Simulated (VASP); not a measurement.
Wanted: the native input for a VASP 6.6.1 run.

```yaml
Task: electrostatic potential
Functional: PBE
Potentials_or_basis: VASP PAW PBE potentials, release 64 (Pt)
Cutoff: 520 eV
k_mesh: 18 × 18 × 18
Occupations: methfessel-paxton, width 0.1 eV
Spin: no spin polarisation
Further_INCAR_settings: ALGO = Normal; EDIFF = 1e-06
```

The structure of Pt lies in POSCAR:

```
Pt                                      
1.0
   -0.0000000000      1.9837721793      1.9837721793
    1.9837721793      0.0000000000      1.9837721793
    1.9837721793      1.9837721793     -0.0000000000
  Pt            
     1
Direct
     0.0000000000000000    0.0000000000000000    0.0000000000000000
```

The cell was built by a generator and needn't be a form met in nature.

The input as run:

INCAR

```
  PREC = Accurate
  ENCUT = 520
  EDIFF = 1E-6
  ISMEAR = 1
  SIGMA = 0.1
  LREAL = False
  LASPH = True
  NELM = 60
  ALGO = Normal
  ISIF = 2
  LWAVE = False
  LCHARG = True
  GGA = PE
  LVHAR = True
```

KPOINTS

```
regular mesh
0
Gamma
  18 18 18
```

Potentials or basis: VASP PAW PBE potentials, release 64 (Pt).

Run with:

```sh
$ cat potpaw_PBE.64/Pt/POTCAR > POTCAR
$ mpirun -np 1 vasp_std > vasp.out
```

Results of the run:

```
Pressure               : -0.1 GPa
Band gap on the k mesh : none (metal or under the smearing width)
```

It took 10 s on 1 thread of Intel(R) Xeon(R) Platinum 8375C CPU @ 2.90GHz (Ice Lake) (shared host), peak memory 0.16 GiB.
